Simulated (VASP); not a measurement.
Given:

```yaml
crystal:
  lattice:
    - [0.00000, 3.13880, 3.13880]
    - [3.13880, 0.00000, 3.13880]
    - [3.13880, 3.13880, 0.00000]
  atoms:
    - { symbol: Ba, position: [0.00000, 0.00000, 0.00000] }
    - { symbol: S, position: [0.50000, 0.50000, 0.50000] }
```

Level of theory: PBE GGA with D3 dispersion (zero damping), VASP's PBE PAW potentials (set 64) (plane waves; VASP). Run with 520 eV cut-off, 7×7×7 Γ-centred mesh, Gaussian smearing of 0.050 eV, potentials Ba_sv S.

Question: Estimate the energy per atom (σ→0), pressure.

Answer: 
```json
{
 "energy per atom (σ→0)": "-504.7 kJ/mol-atom",
 "pressure": "3.05 GPa"
}
```

The absolute energy has meaning only against runs of the same code, potentials and settings.

The compound is BaS in the rock salt structure. This cell is one point of a volume scan, at 0.94 of the reference volume.
